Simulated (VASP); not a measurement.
A VASP calculation is set up with these files.

### KPOINTS
```
Automatic mesh
0
Gamma
6 6 5
0 0 0
```

**POSCAR**
```
TaSn
1
    3.0068420000     0.0000000000     0.0000000000
    0.0000000000     3.0068420000     0.0000000000
    0.0000000000     0.0000000000     3.9411100000
Sn Ta
1 1
Direct
  0.5005790000   0.5032240000   0.4941970000
 -0.0005790000  -0.0032240000   0.0058030000
```

### INCAR
```
! general
SYSTEM       =TaSn
PREC         =Accurate
ENCUT        =300   ! plane-wave cut-off (eV)
LREAL        =.FALSE.
LASPH        =.TRUE.

! electronic loop
EDIFF        =1E-6   ! SCF stop (eV)
NELM         =100   ! most electronic steps
ALGO         =Normal   ! blocked Davidson
LMAXMIX      =6   ! l cut-off of mixed one-centre charges

! smearing
ISMEAR       =-1   ! Fermi-Dirac
SIGMA        =0.1   ! width (eV)

! functional
GGA          =PE   ! PBE
GGA_COMPAT   =.FALSE.

! spin
MAGMOM       =6*0.0
LSORBIT      =.TRUE.
LNONCOLLINEAR=.TRUE.

! ions
ISIF         =2   ! forces and stress, cell fixed

! output
LWAVE        =.FALSE.
LCHARG       =.FALSE.
LORBIT       =11
```

POTCAR, in this order: Sn_d Ta_pv (PBE.64 set). Program: vasp_ncl.

### Question
Translate this PBE+SOC calculation to Ansatz.

### Answer
One equivalent input (not run):
Ansatz 0.2 input:
```yaml
crystal:
  lattice:
    - [3.0068420, 0.0000000, 0.0000000]
    - [0.0000000, 3.0068420, 0.0000000]
    - [0.0000000, 0.0000000, 3.9411100]
  atoms:
    - { symbol: Sn, position: [0.5005790, 0.5032240, 0.4941970] }
    - { symbol: Ta, position: [-0.0005790, -0.0032240, 0.0058030] }
kpoints:
  mp_grid: { grid: [6, 6, 5] }
hamiltonian:
  xc: pbe
  pseudopotentials: { kind: paw }
magnetization: { noncollinear: true, spin_orbit: true }
scf:
  occupations: { method: fermi_dirac, width: 0.1 }
  max_iter: 100
output: { forces: true, stress: true, eigenvalues: true }
```
Limits of the translation: each code has its own PAW files, so the cut-off isn't converted (ENCUT is set for VASP's; basis.ecutwfc is left out, and Ansatz then takes the one that its files recommend); Ansatz stops its SCF on the density residual and VASP on the energy change (EDIFF).

The structure was generated: TaSn was put into an ordered model structure, which need not be its known phase. The cell was not relaxed at this level, atoms are displaced from their ideal sites. The k-mesh is coarse (spacing up to 0.35 per Å, 2π included), so the numbers may not be converged in it. The run is one of a series of settings (GGA_COMPAT = .FALSE., LNONCOLLINEAR = .TRUE., LSORBIT = .TRUE., MAGMOM = 0.0 0.0 0.0 0.0 0.0 0.0, program vasp_ncl against the base run), some of them coarse on purpose.
